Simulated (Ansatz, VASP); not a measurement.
# InAs in two plane-wave programs, part 3 of 3

Aim: how closely do two programs agree when they are given the same cell, functional and k mesh? The cell is taken from a series of runs on this material, whose earlier steps may have relaxed, scaled, displaced or heated it; both programs get it as it stands.

VASP 6.6.1 and Ansatz 0.2.0.

So far: Set-up; Ansatz: zone-centre phonons, LDA; VASP: zone-centre phonons, LDA.

## 3. VASP: zone-centre phonons, LDA (continued)

Level of this step: LDA; plane waves and PAW (As, In_d) (VASP).

Numbers of over 12 decimals in the logs are rounded to 6 here.

OUTCAR, selected parts (step 3):

```text
ion  position               nearest neighbor table
   1  0.750  0.750  0.750-   2 2.54   2 2.54   2 2.54   2 2.54
   2  0.000  0.000  0.000-   1 2.54   1 2.54   1 2.54   1 2.54

  LATTYP: Found a trigonal (rhomboedric) cell.
 ALAT       =     4.1435447616
 COS(alpha) =     0.4998111828

 Subroutine GETGRP returns: Found  6 space group operations
 (whereof  6 operations were pure point group operations)

The static configuration has the point symmetry C_3v.

   k-points           NKPTS =   1728   k-points in BZ     NKDIM =   1728   number of bands    NBANDS=     15

   dimension x,y,z NGX =    30 NGY =   30 NGZ =   30
   dimension x,y,z NGXF=    60 NGYF=   60 NGZF=   60

   ENCUT  =  500.0 eV  36.75 Ry    6.06 a.u.   7.55  7.55  7.55*2*pi/ulx,y,z

   NELECT =      18.0000    total number of electrons

 k-points in reciprocal lattice and weights: Points of the shifted mesh
   0.04166667  0.04166667  0.04166667       0.001
   0.04166667  0.04166667  0.12500000       0.001
   0.04166667  0.04166667  0.20833333       0.001
   0.04166667  0.04166667  0.29166667       0.001
   0.04166667  0.04166667  0.37500000       0.001
   0.04166667  0.04166667  0.45833333       0.001
   0.04166667  0.04166667  0.54166667       0.001
   0.04166667  0.04166667  0.62500000       0.001
   0.04166667  0.04166667  0.70833333       0.001
[...]
0.95833333  0.95833333  0.87500000       0.001
   0.95833333  0.95833333  0.95833333       0.001

 average (electrostatic) potential at core
       1 -52.2020       2 -95.2520

  Total        1.9976701      1.9976701      1.9976701      0.0005659      0.0005659      0.0005659
  in kB       63.6077856     63.6077856     63.6077856      0.0180187      0.0180187      0.0180187
  external PRESSURE =      63.6077856 kB  Pullay stress =       0.0000000 kB

  energy-cutoff  :      500.00
  volume of cell :       50.32
      direct lattice vectors                 reciprocal lattice vectors
    -0.000553195  2.929928573  2.929928573    -0.170604301  0.170636519  0.170636519
     2.929928573 -0.000553195  2.929928573     0.170636519 -0.170604301  0.170636519
     2.929928573  2.929928573 -0.000553195     0.170636519  0.170636519 -0.170604301

 POSITION                                       TOTAL-FORCE (eV/Angst)
 -----------------------------------------------------------------------------------
      4.39432      4.39432      4.39432         0.000142      0.000142      0.000142
      0.00016      0.00016      0.00016        -0.000142     -0.000142     -0.000142
 -----------------------------------------------------------------------------------
    total drift:                               -0.000018     -0.000018     -0.000018

 Eigenvectors and eigenvalues of the dynamical matrix
 ----------------------------------------------------

   1 f  =    7.231801 THz    45.438745 2PiTHz  241.226913 cm-1    29.908312 meV
             X         Y         Z           dx          dy          dz
      4.394320  4.394320  4.394320    -0.199409   -0.422009    0.621418
      0.000158  0.000158  0.000158     0.161458    0.341693   -0.503151

   2 f  =    7.231801 THz    45.438745 2PiTHz  241.226913 cm-1    29.908312 meV
             X         Y         Z           dx          dy          dz
      4.394320  4.394320  4.394320     0.602423   -0.473905   -0.128518
      0.000158  0.000158  0.000158    -0.487771    0.383712    0.104059

   3 f  =    7.230924 THz    45.433235 2PiTHz  241.197662 cm-1    29.904685 meV
             X         Y         Z           dx          dy          dz
      4.394320  4.394320  4.394320    -0.448713   -0.448713   -0.448713
      0.000158  0.000158  0.000158     0.363304    0.363304    0.363304

   4 f/i=    0.008186 THz     0.051437 2PiTHz    0.273071 cm-1     0.033856 meV
             X         Y         Z           dx          dy          dz
      4.394320  4.394320  4.394320    -0.363304   -0.363304   -0.363304
      0.000158  0.000158  0.000158    -0.448713   -0.448713   -0.448713

   5 f/i=    0.008295 THz     0.052121 2PiTHz    0.276700 cm-1     0.034306 meV
             X         Y         Z           dx          dy          dz
      4.394320  4.394320  4.394320    -0.448175    0.006496    0.441679
      0.000158  0.000158  0.000158    -0.553520    0.008023    0.545497

   6 f/i=    0.008295 THz     0.052121 2PiTHz    0.276700 cm-1     0.034306 meV
             X         Y         Z           dx          dy          dz
      4.394320  4.394320  4.394320    -0.251253    0.513758   -0.262505
      0.000158  0.000158  0.000158    -0.310311    0.634518   -0.324207

 ELASTIC MODULI CONTR FROM IONIC RELAXATION (kBar)
 Direction    XX          YY          ZZ          XY          YZ          ZX
 --------------------------------------------------------------------------------
 XX          -0.0001     -0.0000     -0.0000      0.0388      0.2371      0.0190
 YY          -0.0000     -0.0001     -0.0000      0.0190      0.0388      0.2371
 ZZ          -0.0000     -0.0000     -0.0001      0.2371      0.0190      0.0388
 XY           0.0388      0.0190      0.2371   -462.8631      0.6408      0.6408
 YZ           0.2371      0.0388      0.0190      0.6408   -462.8631      0.6408
 ZX           0.0190      0.2371      0.0388      0.6408      0.6408   -462.8631
 --------------------------------------------------------------------------------
```

## 4. Comparison

Known differences besides the potentials themselves: the two LDA forms differ slightly; the data sets hold 28 valence electrons in Ansatz (on its PAW soft_1 files) and 18 in VASP; the cutoff is 420 eV in Ansatz and 500 eV in VASP; VASP's log shows a relativistic correction to its local exchange, Ansatz's none. Total energies have different zeros and are not compared.

Both answers:

```csv
quantity,Ansatz,VASP,difference
optical mode 1 to 3 (cm⁻¹),240.1,241.2,-0.46 %
```

Modes are paired by rising frequency, not by their patterns, so a pair may set unlike modes beside each other; they are those without the splitting of longitudinal modes.

## 5. Summary of results

* r.m.s. difference of the optical zone-centre modes, each program's sorted by frequency (zone-centre phonons, LDA): 1.1 cm⁻¹

What this shows: The r.m.s. difference of the optical zone-centre modes, each program's sorted by frequency is 1.1 cm⁻¹ (zone-centre phonons, LDA). The data sets hold unlike numbers of valence electrons (28 in Ansatz and 18 in VASP), so part of the differences comes from the potentials. How closely two codes agree says nothing of how well the functional describes the real material.

[Lines on the potential files, build, host, timing and source positions are cut from VASP's logs without a mark.]

[Logs are printed without paths, hosts, clocks, repeated set-up lines and the standing remarks that a program may print on its own settings, such as how far it seeks lower states.]

[Hosts, paths, dates, database ids (printed as entryN), source tags and the programs' standing remarks are cut or masked in the printed files.]
